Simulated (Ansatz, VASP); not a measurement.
## Ni₃Sn₄ (C2/m, 7 atoms in the cell) computed with different codes at matched settings

Self-consistent single point.

```
Ni3Sn4
1.0
    6.10508    -2.02729     0.00000
    6.10508     2.02729     0.00000
   -1.34749     0.00000     5.01816
Ni Sn
3 4
Cartesian
  0.00000   0.00000   0.00000
  8.68057   0.00000   3.32985
  2.18209   0.00000   1.68831
  6.56961   0.00000   1.57355
  4.29305   0.00000   3.44462
  9.85597   0.00000   0.94060
  1.00670   0.00000   4.07756
```

Shared settings, as Ansatz (an electronic-structure program) writes them: kpoints.mp_grid.grid = 4 4 3; magnetization.spin_orbit = true; scf.occupations.method = fermi_dirac; scf.occupations.width = 0.1 eV. Potentials and cutoffs stand in the table.

```json
[
 {"code": "Ansatz", "model": "PBEsol with spin-orbit coupling, PAW files made with PBE", "pressure (GPa)": "-1.89", "largest force (eV/Å)": "0.109", "cutoff": "default"},
 {"code": "VASP", "model": "PBEsol, spin-orbit coupling, VASP's PBE PAW potentials (set 64)", "pressure (GPa)": "-2.32", "largest force (eV/Å)": "0.105", "cutoff": "300 eV"}
]
```

Size of the force on each atom (eV/Å): Sizes of forces hide their directions.

| code | Ni1 | Ni2 | Ni3 | Sn4 | Sn5 | Sn6 | Sn7 |
|---|---|---|---|---|---|---|---|
| Ansatz | 0.000 | 0.046 | 0.046 | 0.109 | 0.109 | 0.086 | 0.086 |
| VASP | 0.000 | 0.044 | 0.044 | 0.105 | 0.105 | 0.091 | 0.091 |

The spread over the programs that give each value: pressure within 0.43 GPa; largest force within 0.004 eV/Å.

Ansatz's pressure is given at a fixed set of plane waves, as the other plane-wave codes print theirs; with its correction for the finite basis it is -1.84 GPa.

The shared mesh is coarse (it stands for a supercell whose shortest vector is 16 Å), so the values are not converged in it.

VASP's run is marked for a possible Pulay error in its stress at this cutoff; no cutoff test was made.

The starting cell comes from a database of computed structures (which also holds hypothetical and non-ambient phases and stackings), without a prior relaxation at this level.

Keys are those of Ansatz 0.2.
